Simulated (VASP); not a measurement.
Here is the system:

```
NaF
1.0
    0.00000     2.52440     2.52440
    2.52440     0.00000     2.52440
    2.52440     2.52440     0.00000
Na F
1 1
Direct
  0.00000   0.00000   0.00000
  0.25000   0.25000   0.25000
```

All values below come from r2SCAN meta-GGA, VASP's PBE PAW potentials (set 64) (plane waves; VASP). Settings: 520 eV cut-off, 10×10×10 Γ-centred mesh, tetrahedra with Blöchl corrections, potentials Na_pv F.

Question: Predict the energy per atom (σ→0), band gap (over mesh and band path) with the smallest direct gap where there is one.

Answer: 
```json
{
 "band gap (over mesh and band path)": "6.30 eV",
 "smallest direct gap (over mesh and band path)": "6.30 eV",
 "energy per atom (σ→0)": "-6.161 eV/atom"
}
```

Total energies compare only between runs with the same potentials, cut-off and functional.

The structure was generated: NaF was put into the zinc blende type (F-43m), which need not be its known phase. It was relaxed first, which changed the volume by -6 %.
